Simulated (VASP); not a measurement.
Output of a VASP run:

OSZICAR:
```
       N       E                     dE             d eps       ncg     rms          rms(c)
DAV:   1     0.244860655392E+03    0.24486E+03   -0.19231E+04  2080   0.132E+03
DAV:   2    -0.166337899048E+02   -0.26149E+03   -0.25556E+03  1982   0.373E+02
DAV:   3    -0.232673412214E+02   -0.66336E+01   -0.64792E+01  2134   0.612E+01
DAV:   4    -0.233485777621E+02   -0.81237E-01   -0.81223E-01  1990   0.716E+00
DAV:   5    -0.233501218306E+02   -0.15441E-02   -0.15440E-02  2156   0.901E-01    0.795E+00
DAV:   6    -0.231459578485E+02    0.20416E+00   -0.20884E+00  1844   0.119E+01    0.266E+00
DAV:   7    -0.230662656293E+02    0.79692E-01   -0.45239E-01  1874   0.539E+00    0.236E+00
DAV:   8    -0.230425838965E+02    0.23682E-01   -0.47269E-02  1898   0.199E+00    0.171E-01
DAV:   9    -0.230428379235E+02   -0.25403E-03   -0.17565E-03  1990   0.292E-01    0.111E-01
DAV:  10    -0.230429511476E+02   -0.11322E-03   -0.29202E-04  1904   0.114E-01    0.179E-02
DAV:  11    -0.230429537027E+02   -0.25552E-05   -0.88822E-06  2252   0.254E-02    0.102E-02
DAV:  12    -0.230429540581E+02   -0.35541E-06   -0.30766E-06  1746   0.104E-02
   1 F= -.23042954E+02 E0= -.23042965E+02  d E =-.230430E+02
       N       E                     dE             d eps       ncg     rms          rms(c)
DAV:   1    -0.230517486835E+02   -0.87950E-02   -0.12456E-01  1796   0.379E+00    0.733E-01
DAV:   2    -0.230453836294E+02    0.63651E-02   -0.90303E-02  1802   0.249E+00    0.401E-01
DAV:   3    -0.230430207276E+02    0.23629E-02   -0.10516E-02  1790   0.866E-01    0.675E-02
DAV:   4    -0.230430048988E+02    0.15829E-04   -0.50411E-04  1838   0.107E-01    0.201E-02
DAV:   5    -0.230429988840E+02    0.60148E-05   -0.47643E-05  1952   0.521E-02    0.101E-02
DAV:   6    -0.230430012324E+02   -0.23484E-05   -0.27151E-06  1776   0.133E-02    0.137E-03
DAV:   7    -0.230430012858E+02   -0.53419E-07   -0.72904E-08   940   0.195E-03
   2 F= -.23043001E+02 E0= -.23042992E+02  d E =-.472277E-04
       N       E                     dE             d eps       ncg     rms          rms(c)
DAV:   1    -0.230442940974E+02   -0.12929E-02   -0.17860E-02  1796   0.144E+00    0.275E-01
DAV:   2    -0.230433932215E+02    0.90088E-03   -0.12931E-02  1790   0.943E-01    0.151E-01
DAV:   3    -0.230430450361E+02    0.34819E-03   -0.15077E-03  1808   0.327E-01    0.245E-02
DAV:   4    -0.230430373858E+02    0.76503E-05   -0.69361E-05  1814   0.398E-02    0.751E-03
DAV:   5    -0.230430364254E+02    0.96036E-06   -0.60656E-06  1900   0.190E-02
   3 F= -.23043036E+02 E0= -.23043034E+02  d E =-.823673E-04
```

**OUTCAR**
```
------------------------ aborting loop because EDIFF is reached ----------------------------------------
  FORCE on cell =-STRESS in cart. coord.  units (eV):
  Direction    XX          YY          ZZ          XY          YZ          ZX
  --------------------------------------------------------------------------------------
  Total       -0.0125242     -0.0125242      0.0218561      0.0000000      0.0000000      0.0000000
  in kB       -0.2707728     -0.2707728      0.4725306      0.0000000      0.0000000      0.0000000
  external PRESSURE =      -0.0230050 kB  Pullay stress =       0.0000000 kB
  volume of cell :       74.11
      direct lattice vectors                 reciprocal lattice vectors
     4.194716278  0.000000000 -0.000000000     0.238395146  0.137637511  0.000000000
    -2.097358139  3.632730626  0.000000000    -0.000000000  0.275275021  0.000000000
     0.000000000  0.000000000  4.863159420     0.000000000 -0.000000000  0.205627641
 POSITION                                       TOTAL-FORCE (eV/Angst)
 -----------------------------------------------------------------------------------
     -0.00000      2.42182      4.55905         0.000000      0.000000      0.003311
      2.09736      1.21091      2.12747        -0.000000      0.000000      0.003311
     -0.00000      2.42182      2.12780         0.000000     -0.000000     -0.003311
      2.09736      1.21091      4.55937         0.000000     -0.000000     -0.003311
 -----------------------------------------------------------------------------------
    total drift:                               -0.002326      0.001343      0.000213
  FREE ENERGIE OF THE ION-ELECTRON SYSTEM (eV)
  ---------------------------------------------------
  free  energy   TOTEN  =       -23.0430364254 eV

  energy  without entropy=      -23.0430301008  energy(sigma->0) =      -23.04303432

 reached required accuracy - stopping structural energy minimisation
```
(Selected blocks of OUTCAR.)

POSCAR:
```
RhAl
1
    4.1973672567    -0.0000000000    -0.0000000000
   -2.0986836284     3.6350264403    -0.0000000000
    0.0000000000     0.0000000000     4.8658534660
Rh Al
2 2
Direct
  0.3333330000   0.6666670000   0.9374170830
  0.6666670000   0.3333330000   0.4374170830
  0.3333330000   0.6666670000   0.4375829170
  0.6666670000   0.3333330000   0.9375829170
```

Problem. Reconstruct the remaining input files.

Solution. This is not unique; one that fits is the input of the run itself, PBE GGA, plane waves, VASP's PBE PAW potentials (set 64).

**INCAR**
```
SYSTEM = RhAl
PREC = Accurate; ENCUT = 400; LREAL = .False.
LASPH = .True.
EDIFF = 1E-6; NELM = 100; ALGO = Normal
LMAXMIX = 4
ISMEAR = 1; SIGMA = 0.1
GGA = PE
IBRION = 2; NSW = 60; ISIF = 3
EDIFFG = -0.02
LWAVE = .False.; LCHARG = .False.
```

### KPOINTS
```
Automatic mesh
0
Gamma
8 8 6
0 0 0
```

POTCAR, in this order: Rh_pv Al (PBE.64 set). Program: vasp_std.

The structure was generated: RhAl was put into the wurtzite type (P6_3mc), which need not be its known phase. This run relaxes it. It ends in space group P6_3/mmc. Symmetry was kept, so distortions that lower it aren't found. The start is the result of an earlier pass.
